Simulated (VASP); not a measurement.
Computed with PBE GGA, VASP's PBE PAW potentials (set 64) (plane waves; VASP).

A VASP calculation is set up with these files.

### INCAR
```
# general
SYSTEM  = NiO
PREC    = Accurate
ENCUT   = 520   # plane-wave cut-off (eV)
LREAL   = F
LASPH   = T   # aspherical one-centre terms

# electronic loop
EDIFF   = 1E-6   # SCF stop (eV)
NELM    = 100   # most electronic steps
ALGO    = Normal
LMAXMIX = 4

# smearing
ISMEAR  = 0   # Gaussian
SIGMA   = 0.05   # width (eV)

# functional
GGA     = PE   # PBE

# spin
ISPIN   = 2
MAGMOM  = 2.0 -2.0 0.0 0.0

# ions
ISIF    = 2   # forces and stress, cell fixed

# output
LWAVE   = F
LCHARG  = F
LORBIT  = 10
```

### POSCAR
```
NiO
1
    4.1800000000     2.0900000000     2.0900000000
    2.0900000000     4.1800000000     2.0900000000
    2.0900000000     2.0900000000     4.1800000000
Ni O
2 2
Direct
  0.0000000000   0.0000000000   0.0000000000
  0.5000000000   0.5000000000   0.5000000000
  0.2500000000   0.2500000000   0.2500000000
  0.7500000000   0.7500000000   0.7500000000
```

File KPOINTS:
```
Regular mesh
0
Gamma
8 8 8
```

POTCAR, in this order: Ni O (PBE.64 set). Program: vasp_std.

Output

File OSZICAR:
```
       N       E                     dE             d eps       ncg     rms          rms(c)
DAV:   1     0.257620312525E+03    0.25762E+03   -0.15902E+04  5272   0.211E+03
DAV:   2     0.283704118091E+01   -0.25478E+03   -0.23822E+03  5404   0.409E+02
DAV:   3    -0.267737469608E+02   -0.29611E+02   -0.28266E+02  5884   0.159E+02
DAV:   4    -0.277357193979E+02   -0.96197E+00   -0.95581E+00  5868   0.305E+01
DAV:   5    -0.277635204740E+02   -0.27801E-01   -0.27787E-01  6176   0.486E+00    0.206E+01
DAV:   6    -0.251410064712E+02    0.26225E+01   -0.50092E+01  7920   0.115E+02    0.230E+01
DAV:   7    -0.233011518441E+02    0.18399E+01   -0.79674E+00  6604   0.891E+01    0.936E+00
DAV:   8    -0.235479516191E+02   -0.24680E+00   -0.25940E+00  5880   0.135E+01    0.624E+00
DAV:   9    -0.234685949707E+02    0.79357E-01   -0.15950E-01  8148   0.106E+01    0.142E+00
DAV:  10    -0.234856645145E+02   -0.17070E-01   -0.70801E-02  6760   0.367E+00    0.586E-01
DAV:  11    -0.234846574844E+02    0.10070E-02   -0.69730E-03  8000   0.224E+00    0.133E-01
DAV:  12    -0.234849344319E+02   -0.27695E-03   -0.26954E-03  7392   0.579E-01    0.751E-02
DAV:  13    -0.234849046822E+02    0.29750E-04   -0.11935E-04  7296   0.135E-01    0.343E-02
DAV:  14    -0.234849084513E+02   -0.37692E-05   -0.85653E-05  7704   0.878E-02    0.256E-02
DAV:  15    -0.234849059668E+02    0.24845E-05   -0.88907E-06  5728   0.420E-02    0.112E-02
DAV:  16    -0.234849056268E+02    0.34006E-06   -0.67882E-06  5892   0.323E-02
   1 F= -.23484906E+02 E0= -.23484906E+02  d E =-.629897E-15  mag=    -0.0000
```

OUTCAR:
```
------------------------ aborting loop because EDIFF is reached ----------------------------------------
  FORCE on cell =-STRESS in cart. coord.  units (eV):
  Direction    XX          YY          ZZ          XY          YZ          ZX
  --------------------------------------------------------------------------------------
  Total        0.3672805      0.3672805      0.3672805     -0.0577268     -0.0577268     -0.0577268
  in kB       16.1142337     16.1142337     16.1142337     -2.5327330     -2.5327330     -2.5327330
  external PRESSURE =      16.1142337 kB  Pullay stress =       0.0000000 kB
  volume of cell :       36.52
      direct lattice vectors                 reciprocal lattice vectors
     4.180000000  2.090000000  2.090000000     0.358851675 -0.119617225 -0.119617225
     2.090000000  4.180000000  2.090000000    -0.119617225  0.358851675 -0.119617225
     2.090000000  2.090000000  4.180000000    -0.119617225 -0.119617225  0.358851675
 POSITION                                       TOTAL-FORCE (eV/Angst)
 -----------------------------------------------------------------------------------
      0.00000      0.00000      0.00000         0.000000     -0.000000     -0.000000
      4.18000      4.18000      4.18000        -0.000000      0.000000     -0.000000
      2.09000      2.09000      2.09000        -0.000000      0.000000      0.000000
      6.27000      6.27000      6.27000         0.000000     -0.000000     -0.000000
 -----------------------------------------------------------------------------------
    total drift:                                0.000000     -0.000000     -0.000000
  FREE ENERGIE OF THE ION-ELECTRON SYSTEM (eV)
  ---------------------------------------------------
  free  energy   TOTEN  =       -23.4849056268 eV

  energy  without entropy=      -23.4849056268  energy(sigma->0) =      -23.48490563

 total charge

# of ion       s       p       d       tot
------------------------------------------
    1        0.329   0.400   8.263   8.992
    2        0.329   0.400   8.263   8.992
    3        1.562   3.409   0.000   4.971
    4        1.562   3.409   0.000   4.971
--------------------------------------------------
tot          3.781   7.618  16.526  27.926

 magnetization (x)

# of ion       s       p       d       tot
------------------------------------------
    1       -0.010  -0.013   1.368   1.345
    2        0.010   0.013  -1.368  -1.345
    3        0.000   0.000   0.000   0.000
    4        0.000   0.000   0.000   0.000
--------------------------------------------------
tot          0.000   0.000   0.000   0.000
```
(Selected blocks of OUTCAR.)

The compound is NiO in the rock salt, AFM-II order structure. The cell was not relaxed at this level.
